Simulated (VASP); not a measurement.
Data:

```
CELL_PARAMETERS angstrom
      3.20196    -3.20810     0.00000
      3.20196     3.20810     0.00000
      0.00000     0.00000     4.52439
ATOMIC_POSITIONS crystal
  K  0.00000 0.00000 0.50000
  Hg 0.50000 0.50000 0.00000
  F  0.00000 0.50000 0.00000
  F  0.50000 0.00000 0.00000
  F  0.50000 0.50000 0.50000
```

All values below come from r2SCAN meta-GGA, VASP's PBE PAW potentials (set 64) (plane waves; VASP). Run with 520 eV cut-off, 6×6×6 Γ-centred mesh, tetrahedra with Blöchl corrections, potentials K_sv Hg F.

The cores are frozen, which limits the accuracy of field gradients.

**Question.** Give the principal components of the electric field gradient (V/Å²) and the asymmetry η at each nucleus.

**Answer.** 
```tsv
atom	Vxx	Vyy	Vzz	η
K1	-0.1	0.0	0.1	-
Hg2	2.8	1.0	-3.8	0.48
F3	-55.5	-55.4	111.0	0.00
F4	-55.5	-55.4	111.0	0.00
F5	-56.1	-55.9	112.0	0.00
```

The structure comes from a computed database's KHgF3 entry (Cmmm); how it stands against other phases isn't given here. The cell was not relaxed at this level.
